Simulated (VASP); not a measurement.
An input for Quantum ESPRESSO's pw.x (written as the equivalent of a VASP run, and not itself run):

```
&CONTROL
  calculation = 'vc-relax'
  pseudo_dir = './pseudo'
  outdir = './out'
  tprnfor = .true.
  tstress = .true.
  nstep = 40
  forc_conv_thr = 0.00039
/
&SYSTEM
  ibrav = 0
  nat = 2
  ntyp = 2
  ecutwfc = 98
  occupations = 'smearing'
  smearing = 'methfessel-paxton'
  degauss = 0.00735
  input_dft = 'pbe'
/
&ELECTRONS
  conv_thr = 7.3e-09
  electron_maxstep = 100
/
&IONS
/
&CELL
  press = 150
/
ATOMIC_SPECIES
  Al 26.982 Al.upf
  Ni 58.693 Ni.upf
CELL_PARAMETERS angstrom
     2.8175142   -0.0000000    0.0000000
    -0.0000000    2.8175142    0.0000000
    -0.0000000   -0.0000000    2.8175142
ATOMIC_POSITIONS crystal
  Al   0.5000000  0.5000000  0.5000000
  Ni   0.0000000  0.0000000  0.0000000
K_POINTS automatic
  12 12 12 0 0 0
```

### Question
Write the VASP files for the same calculation (PBE).

### Answer
This is not unique; one that fits is 
### INCAR
```
NSW = 40
LASPH = .TRUE.   ! aspherical one-centre terms
PSTRESS = 150   ! kbar
NELM = 100
SIGMA = 0.1
IBRION = 2   ! conjugate gradients
ALGO = Normal
ISIF = 3
PREC = Accurate
LREAL = .FALSE.   ! projection in real space or not
SYSTEM = NiAl
EDIFFG = -0.01
ENCUT = 480
LWAVE = .FALSE.
ISMEAR = 1
LCHARG = .FALSE.
EDIFF = 1E-7   ! SCF stop (eV)
LMAXMIX = 4
GGA = PE   ! PBE
```

File KPOINTS:
```
Automatic mesh
0
Gamma
12 12 12
0 0 0
```

**POSCAR**
```
NiAl
1.0
  2.8175141749   0.0000000000   0.0000000000
  0.0000000000   2.8175141749   0.0000000000
  0.0000000000   0.0000000000   2.8175141749
Al Ni
1 1
Cart
  1.4087570874   1.4087570874   1.4087570874
  0.0000000000   0.0000000000   0.0000000000
```

POTCAR, in this order: Al Ni (PBE.64 set). Program: vasp_std.

What does not carry over: the potentials are each code's own (VASP's PAW set, PseudoDojo norm-conserving files in pw.x), so ENCUT and ecutwfc are chosen apart and not converted; conv_thr bounds pw.x's estimated SCF error, while EDIFF bounds the energy change between steps; forc_conv_thr acts on force components and is met together with etot_conv_thr.

The compound is NiAl in the CsCl type structure. It was relaxed first under an external pressure of 15 GPa.
